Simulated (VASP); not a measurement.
Given:

```
RuSi
1.0
    4.57981     0.00000     0.00000
    0.00000     4.57981     0.00000
    0.00000     0.00000     4.57981
Si Ru
4 4
Cartesian
  0.72934   1.56057   3.01924
  3.01924   0.72934   1.56057
  3.85047   3.85047   3.85047
  1.56057   3.01924   0.72934
  3.95409   2.91563   1.66418
  1.66418   3.95409   2.91563
  0.62572   0.62572   0.62572
  2.91563   1.66418   3.95409
```

Calculation: PBEsol GGA, VASP's PBE PAW potentials (set 64) (plane waves; VASP). Numerical set-up: 500 eV cut-off, 5×5×5 Γ-centred mesh, Gaussian smearing of 0.050 eV, potentials Si Ru_pv.

Energy and stress use the plane-wave basis of the starting cell.

**Question.** The ions, cell shape and volume at an external pressure of 30.0 GPa are relaxed. Which structure does the run end with?

**Answer.** 
```
RuSi
1.0
    4.53585     0.00000     0.00000
    0.00000     4.53585     0.00000
    0.00000     0.00000     4.53585
Si Ru
4 4
Cartesian
  0.71900   1.54892   2.98693
  2.98693   0.71900   1.54892
  3.81685   3.81685   3.81685
  1.54892   2.98693   0.71900
  3.90864   2.89513   1.64072
  1.64072   3.90864   2.89513
  0.62721   0.62721   0.62721
  2.89513   1.64072   3.90864
```
Space group P2_13 (198), at a tolerance of 0.03 Å.

**Question.** How do energy and volume change from the first to the last step?

**Answer.** The energy (σ→0) changes by +53.4 meV/atom and the volume by -2.9 %, in 7 ionic steps.

```csv
step,E(σ→0) (eV),max force (eV/Å),pressure (GPa),volume (Å³)
1,-68.8783,0.014,19.98,96.06
2,-66.2088,0.745,69.54,86.00
3,-68.5021,0.159,29.62,93.62
4,-68.4871,0.164,29.96,93.54
5,-68.4777,0.168,30.17,93.49
6,-68.4650,0.085,30.21,93.40
7,-68.4514,0.015,30.25,93.32
```

The compound is RuSi in the B20 structure. This run relaxes it under an external pressure of 30 GPa. Symmetry was kept, so distortions that lower it aren't found.
